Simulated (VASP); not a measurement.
## Relaxed cell of Nb (Niobium): a test of cutoff and mesh

How far does the relaxed cell of Nb (Niobium) depend on cutoff and k mesh? The starting structure is a measured crystal structure from the Crystallography Open Database.

Method: Kohn-Sham DFT with plane waves and PAW; PBEsol, in VASP 6.6.1.

## Step 1: Starting point

Symmetry: Im-3m, No. 229, cubic system. The conventional cell has a = 3.300 Å, b = 3.300 Å, c = 3.300 Å, α = 90.00°, β = 90.00°, γ = 90.00°. Nearest to Nb lie 8 Nb at 2.86 Å.

Structure file:

```xyz
1
Lattice="-1.6502 1.6502 1.6502 1.6502 -1.6502 1.6502 1.6502 1.6502 -1.6502" Properties=species:S:1:pos:R:3 pbc="T T T"
Nb    0.0000    0.0000    0.0000
```

## Step 2: Reference relaxation

INCAR reads:

```
SYSTEM = Nb
PREC = Accurate
ENCUT = 450
EDIFF = 1E-06
NELM = 100
ISMEAR = 1
SIGMA = 0.1
LREAL = .FALSE.
ALGO = Normal
GGA = PS
NBANDS = 12
LORBIT = 11
LWAVE = .FALSE.
LCHARG = .FALSE.
KPAR = 2
IBRION = 2
NSW = 50
ISIF = 3
EDIFFG = -0.01
```

POSCAR reads:

```
Nb
1.0
   -1.6502000000      1.6502000000      1.6502000000
    1.6502000000     -1.6502000000      1.6502000000
    1.6502000000      1.6502000000     -1.6502000000
Nb
1
Direct
    0.0000000000      0.0000000000      0.0000000000
```

KPOINTS reads:

```
Automatic mesh
0
Gamma
12 12 12
0 0 0
```

The projector-augmented-wave data sets are Nb_sv (PBE family, release 64).

Run with:

```
mpirun -np 2 vasp_std
```

Output:

```text
[banner, memory and clock lines left out]
running    2 mpi-ranks, on    1 nodes
 distrk:  each k-point on    1 cores,    2 groups
 distr:  one band on    1 cores,    1 groups

 POSCAR found type information on POSCAR Nb
 POSCAR found :  1 types and       1 ions
|                                                                             |
|               ----> ADVICE to this user running VASP <----                  |
|                                                                             |
|     You enforced a specific xc type in the INCAR file but a different       |
|     [... a line on the potential file left out ...]
|     I HOPE YOU KNOW WHAT YOU ARE DOING!                                     |
|                                                                             |

 LDA part: xc-table for (Slater+PW92), standard interpolation
 POSCAR, INCAR and KPOINTS ok, starting setup
 FFT: planning ... GRIDC
 FFT: planning ... GRID_SOFT
 FFT: planning ... GRID
 WAVECAR not read
 entering main loop
       N       E                     dE             d eps       ncg     rms          rms(c)
DAV:   1     0.103919491944E+03    0.10392E+03   -0.65868E+03  1736   0.966E+02
DAV:   2    -0.745011903200E+01   -0.11137E+03   -0.10769E+03  1916   0.360E+02
DAV:   3    -0.112143131467E+02   -0.37642E+01   -0.35726E+01  2408   0.579E+01
DAV:   4    -0.114417845690E+02   -0.22747E+00   -0.22618E+00  2464   0.133E+01
DAV:   5    -0.114509159960E+02   -0.91314E-02   -0.91299E-02  2456   0.212E+00    0.755E+00
DAV:   6    -0.110111412737E+02    0.43977E+00   -0.64391E-01  2748   0.976E+00    0.263E+00
DAV:   7    -0.109524306885E+02    0.58711E-01   -0.19946E-01  2852   0.533E+00    0.965E-01
DAV:   8    -0.109559000520E+02   -0.34694E-02   -0.11726E-02  2060   0.139E+00    0.654E-02
DAV:   9    -0.109559558367E+02   -0.55785E-04   -0.87553E-04  2932   0.296E-01    0.314E-02
DAV:  10    -0.109559693121E+02   -0.13475E-04   -0.14949E-05  2084   0.472E-02    0.107E-02
DAV:  11    -0.109559647329E+02    0.45791E-05   -0.40175E-06  2196   0.313E-02    0.226E-03
DAV:  12    -0.109559646827E+02    0.50231E-07   -0.16438E-07  1184   0.539E-03
   1 F= -.10955965E+02 E0= -.10956236E+02  d E =-.109560E+02
[...]
2 F= -.10928152E+02 E0= -.10928255E+02  d E =0.278129E-01
[...]
3 F= -.10964558E+02 E0= -.10964874E+02  d E =-.859367E-02
 curvature:  -0.16 expect dE=-0.401E-05 dE for cont linesearch -0.401E-05
 ZBRENT: interpolating
 opt :   0.3365  next Energy=   -10.964562 (dE=-0.860E-02)
 bond charge predicted
       N       E                     dE             d eps       ncg     rms          rms(c)
DAV:   1    -0.109646108296E+02   -0.53415E-04   -0.13646E-03  2308   0.516E-01    0.573E-02
DAV:   2    -0.109645637392E+02    0.47090E-04   -0.10534E-04  2468   0.133E-01    0.164E-02
DAV:   3    -0.109645586895E+02    0.50497E-05   -0.38151E-05  3056   0.618E-02    0.106E-02
DAV:   4    -0.109645605193E+02   -0.18298E-05   -0.83056E-07  1760   0.970E-03    0.501E-03
DAV:   5    -0.109645619841E+02   -0.14648E-05   -0.24876E-06  2264   0.127E-02    0.258E-03
DAV:   6    -0.109645621114E+02   -0.12731E-06   -0.19461E-07   916   0.340E-03
   4 F= -.10964562E+02 E0= -.10964879E+02  d E =-.859743E-02
 curvature:  -0.15 expect dE=-0.388E-07 dE for cont linesearch -0.388E-07
 trial: gam=-0.00224 g(F)=  0.698E-61 g(S)=  0.255E-06 ort = 0.113E-03 (trialstep = 0.867E+00)
 search vector abs. value=  0.101E-09
 reached required accuracy - stopping structural energy minimisation
```

The job ended after 17 s (2 MPI ranks of Intel Xeon Platinum 8488C (Sapphire Rapids), shared host; peak memory 0.24 GiB).

The logs omit lines about the potential files and the build; timing stands in the text.

Parts of OUTCAR (step 2):

```text
ion  position               nearest neighbor table
   1  0.000  0.000  0.000-

  LATTYP: Found a body centered cubic cell.
 ALAT       =     3.3004000000

 Subroutine GETGRP returns: Found 48 space group operations
 (whereof 48 operations were pure point group operations)

The static configuration has the point symmetry O_h .

 Found     72 irreducible k-points:

   k-points           NKPTS =     72   k-points in BZ     NKDIM =     72   number of bands    NBANDS=     12

   dimension x,y,z NGX =    20 NGY =   20 NGZ =   20
   dimension x,y,z NGXF=    40 NGYF=   40 NGZF=   40

   ENCUT  =  450.0 eV  33.07 Ry    5.75 a.u.   4.94  4.94  4.94*2*pi/ulx,y,z

   NELECT =      13.0000    total number of electrons

 k-points in reciprocal lattice and weights: Automatic mesh
   0.00000000  0.00000000  0.00000000       0.001
   0.08333333  0.00000000  0.00000000       0.007
   0.16666667  0.00000000  0.00000000       0.007
   0.25000000  0.00000000  0.00000000       0.007
   0.33333333  0.00000000  0.00000000       0.007
   0.41666667  0.00000000  0.00000000       0.007
   0.50000000  0.00000000  0.00000000       0.003
   0.08333333  0.08333333  0.00000000       0.014
   0.16666667  0.08333333 -0.00000000       0.028
[...]
0.50000000  0.50000000  0.41666667       0.007
   0.50000000  0.50000000  0.50000000       0.001

 average (electrostatic) potential at core
       1 -76.1085

 E-fermi :  11.4175

 k-point     1 :       0.0000    0.0000    0.0000
  band No.  band energies     occupation
      1     -42.7590      2.00000
      2     -18.0048      2.00000
      3     -18.0048      2.00000
      4     -18.0048      2.00000
      5       5.4574      2.00000
      6      11.8339     -0.00000
      7      11.8339     -0.00000
      8      11.8339     -0.00000
      9      14.8451      0.00000
     10      14.8451      0.00000
    ...

 k-point     2 :       0.0833    0.0000    0.0000
  band No.  band energies     occupation
      1     -42.7406      2.00000
      2     -18.1141      2.00000
      3     -18.0377      2.00000
      4     -18.0058      2.00000
      5       5.7533      2.00000
      6      11.6513     -0.00463
      7      11.7851     -0.00000
      8      12.1204     -0.00000
      9      14.5762      0.00000
     10      14.8460      0.00000
    ...

 k-point     3 :       0.1667    0.0000    0.0000
  band No.  band energies     occupation
    ...
      2     -18.4055      2.00000
      3     -18.1266      2.00000
      4     -18.0086      2.00000
      5       6.5382      2.00000
      6      11.1927      2.00664
      7      11.5593     -0.06216
      8      12.9537     -0.00000
      9      14.2321      0.00000
     10      14.8793      0.00000
     11      26.4184      0.00000
    ...

  Total       -0.0013264     -0.0013264     -0.0013264     -0.0000000     -0.0000000     -0.0000000
  in kB       -0.1216880     -0.1216880     -0.1216880     -0.0000000     -0.0000000     -0.0000000
  external PRESSURE =      -0.1216880 kB  Pullay stress =       0.0000000 kB

  energy-cutoff  :      450.00
  volume of cell :       17.46
      direct lattice vectors                 reciprocal lattice vectors
    -1.634401638  1.634401638  1.634401638     0.000000000  0.305922356  0.305922356
     1.634401638 -1.634401638  1.634401638     0.305922356  0.000000000  0.305922356
     1.634401638  1.634401638 -1.634401638     0.305922356  0.305922356  0.000000000

 POSITION                                       TOTAL-FORCE (eV/Angst)
 -----------------------------------------------------------------------------------
      3.26880      0.00000      0.00000        -0.000000      0.000000      0.000000
 -----------------------------------------------------------------------------------
    total drift:                                0.000000     -0.000000     -0.000000

  FREE ENERGIE OF THE ION-ELECTRON SYSTEM (eV)
  ---------------------------------------------------
  free  energy   TOTEN  =       -10.9645621114 eV

  energy  without entropy=      -10.9655130357  energy(sigma->0) =      -10.96487909

 reached required accuracy - stopping structural energy minimisation

 total charge
# of ion       s       p       d       tot
------------------------------------------
    1        2.228   6.000   2.543  10.771

[... 3 further parts left out ...]
```

This run has no spin polarisation. Its electron count is odd, so without a moment it is a metal by construction. The PAW data sets were made with PBE, which is usual practice but a small mismatch for other functionals. The run keeps the 48 symmetry operations of its start, so it cannot find a distortion of lower symmetry.

The reference relaxation ends at 17.464 Å³ an atom.

## Step 3: Relaxation with a cutoff of 290 eV

Against step 2 the input has ENCUT = 290. This run starts from the cell of an earlier relaxation, which isn't shown; the restart sets up the plane waves anew.

Edit INCAR of step 2 so:

```diff
@@ -2,3 +2,3 @@
 PREC = Accurate
-ENCUT = 450
+ENCUT = 290
 EDIFF = 1E-06
```

POSCAR reads:

```
Nb
1.0
   -1.6316871880      1.6316871880      1.6316871880
    1.6316871880     -1.6316871880      1.6316871880
    1.6316871880      1.6316871880     -1.6316871880
Nb
1
Direct
    0.0000000000      0.0000000000      0.0000000000
```

KPOINTS is that of step 2.

Run with:

```
mpirun -np 2 vasp_std
```

Output:

```text
[banner, memory and clock lines left out]
running    2 mpi-ranks, on    1 nodes
[...]
[... a notice as in an earlier step ...]

 LDA part: xc-table for (Slater+PW92), standard interpolation
 POSCAR, INCAR and KPOINTS ok, starting setup
[...]
entering main loop
       N       E                     dE             d eps       ncg     rms          rms(c)
DAV:   1     0.732034474678E+02    0.73203E+02   -0.54568E+03  1792   0.718E+02
DAV:   2    -0.913821660200E+01   -0.82342E+02   -0.79401E+02  2048   0.287E+02
DAV:   3    -0.113474437204E+02   -0.22092E+01   -0.21742E+01  2428   0.406E+01
DAV:   4    -0.114227639325E+02   -0.75320E-01   -0.75175E-01  2248   0.732E+00
[...]
DAV:  11    -0.109446733923E+02    0.22308E-05   -0.10201E-06  1840   0.945E-03    0.220E-03
DAV:  12    -0.109446720820E+02    0.13103E-05   -0.11922E-07  1116   0.344E-03    0.876E-04
DAV:  13    -0.109446717553E+02    0.32674E-06   -0.44679E-08  1036   0.216E-03
   1 F= -.10944672E+02 E0= -.10944998E+02  d E =-.109447E+02
[...]
DAV:   6    -0.109445111403E+02    0.23426E-04   -0.70161E-06  2532   0.254E-02    0.488E-03
DAV:   7    -0.109445103666E+02    0.77366E-06   -0.16676E-06  1976   0.104E-02
   2 F= -.10944510E+02 E0= -.10944837E+02  d E =0.161389E-03
 trial-energy change:    0.000161  1 .order    0.000167   -0.000251    0.000586
 step:   0.3093(harm=  0.3000)  dis= 0.00000  next Energy=   -10.944711 (dE=-0.390E-04)
[...]
N       E                     dE             d eps       ncg     rms          rms(c)
DAV:   1    -0.109471360381E+02   -0.26249E-02   -0.66837E-02  2248   0.346E+00    0.407E-01
DAV:   2    -0.109448438628E+02    0.22922E-02   -0.51006E-03  2392   0.868E-01    0.115E-01
DAV:   3    -0.109446079593E+02    0.23590E-03   -0.17955E-03  2968   0.416E-01    0.760E-02
DAV:   4    -0.109446886282E+02   -0.80669E-04   -0.34619E-05  2412   0.537E-02    0.372E-02
DAV:   5    -0.109446998366E+02   -0.11208E-04   -0.12929E-04  2812   0.607E-02    0.162E-02
DAV:   6    -0.109447112751E+02   -0.11439E-04   -0.27951E-06  2212   0.166E-02    0.406E-03
DAV:   7    -0.109447108017E+02    0.47342E-06   -0.66761E-07  1264   0.806E-03
   3 F= -.10944711E+02 E0= -.10945038E+02  d E =-.390464E-04
[...]
reached required accuracy - stopping structural energy minimisation
```

Elapsed: 11 s, on 2 MPI ranks; peak memory 0.2 GiB.

OUTCAR, selected parts (step 3):

```text
  Total       -0.0003639     -0.0003639     -0.0003639     -0.0000000      0.0000000      0.0000000
  in kB       -0.0336148     -0.0336148     -0.0336148     -0.0000000      0.0000000      0.0000000
  external PRESSURE =      -0.0336148 kB  Pullay stress =       0.0000000 kB

 POSITION                                       TOTAL-FORCE (eV/Angst)
 -----------------------------------------------------------------------------------
      0.00000      0.00000      0.00000         0.000000      0.000000      0.000000
 -----------------------------------------------------------------------------------
    total drift:                                0.000000      0.000000     -0.000000

  FREE ENERGIE OF THE ION-ELECTRON SYSTEM (eV)
  ---------------------------------------------------
  free  energy   TOTEN  =       -10.9447108017 eV

  energy  without entropy=      -10.9456924836  energy(sigma->0) =      -10.94503803

[... 2 parts as in an earlier step ...]

[... 2 further parts left out ...]
[key lines of the parts left out:]
E-fermi :  11.5249
```

With a cutoff of 290 eV the cell ends at 17.344 Å³ an atom, -0.68 % from the reference.

## Step 4: Relaxation with a 6×6×6 mesh

Against step 2 the input has a 6×6×6 mesh. This run starts from the cell of an earlier relaxation, which isn't shown; the restart sets up the plane waves anew.

Edit INCAR of step 3 so:

```diff
@@ -2,3 +2,3 @@
 PREC = Accurate
-ENCUT = 290
+ENCUT = 450
 EDIFF = 1E-06
```

POSCAR reads:

```
Nb
1.0
   -1.6244592011      1.6244592011      1.6244592011
    1.6244592011     -1.6244592011      1.6244592011
    1.6244592011      1.6244592011     -1.6244592011
Nb
1
Direct
    0.0000000000      0.0000000000      0.0000000000
```

KPOINTS reads:

```
Automatic mesh
0
Gamma
6 6 6
0 0 0
```

Run with:

```
mpirun -np 2 vasp_std
```

Output:

```text
[... set-up lines as in an earlier step ...]
 entering main loop
       N       E                     dE             d eps       ncg     rms          rms(c)
DAV:   1     0.104484813969E+03    0.10448E+03   -0.67997E+03   392   0.982E+02
DAV:   2    -0.696796864526E+01   -0.11145E+03   -0.10690E+03   444   0.352E+02
DAV:   3    -0.111268995812E+02   -0.41589E+01   -0.39829E+01   552   0.601E+01
DAV:   4    -0.113442982534E+02   -0.21740E+00   -0.21678E+00   532   0.121E+01
[...]
DAV:  10    -0.109512434653E+02   -0.11345E-04   -0.25476E-05   488   0.500E-02    0.143E-02
DAV:  11    -0.109512378671E+02    0.55983E-05   -0.48442E-06   488   0.366E-02    0.260E-03
DAV:  12    -0.109512381174E+02   -0.25033E-06   -0.96602E-08   276   0.331E-03
   1 F= -.10951238E+02 E0= -.10950540E+02  d E =-.109512E+02
[...]
reached required accuracy - stopping structural energy minimisation
```

Elapsed: 8 s, on 2 MPI ranks; peak memory 0.21 GiB.

OUTCAR, selected parts (step 4):

```text
  Total       -0.0035313     -0.0035313     -0.0035313      0.0000000     -0.0000000      0.0000000
  in kB       -0.3299587     -0.3299587     -0.3299587      0.0000000     -0.0000000      0.0000000
  external PRESSURE =      -0.3299587 kB  Pullay stress =       0.0000000 kB

 POSITION                                       TOTAL-FORCE (eV/Angst)
 -----------------------------------------------------------------------------------
      0.00000      0.00000      0.00000         0.000000     -0.000000      0.000000
 -----------------------------------------------------------------------------------
    total drift:                                0.000000     -0.000000      0.000000

  FREE ENERGIE OF THE ION-ELECTRON SYSTEM (eV)
  ---------------------------------------------------
  free  energy   TOTEN  =       -10.9512381174 eV

  energy  without entropy=      -10.9491449229  energy(sigma->0) =      -10.95054039

[... 1 part as in an earlier step ...]

[... 3 further parts left out ...]
[key lines of the parts left out:]
E-fermi :  11.8435
```

With a 6×6×6 mesh the cell ends at 17.147 Å³ an atom, -1.81 % from the reference.

(Part 1 of 2 ends here.)

[Lines on the potential files, build, host, timing and source positions are cut from VASP's logs without a mark.]

[Logs are printed without paths, hosts, clocks, repeated set-up lines and the standing remarks that a program may print on its own settings, such as how far it seeks lower states.]

[Hosts, paths, dates, database ids (printed as entryN), source tags and the programs' standing remarks are cut or masked in the printed files.]
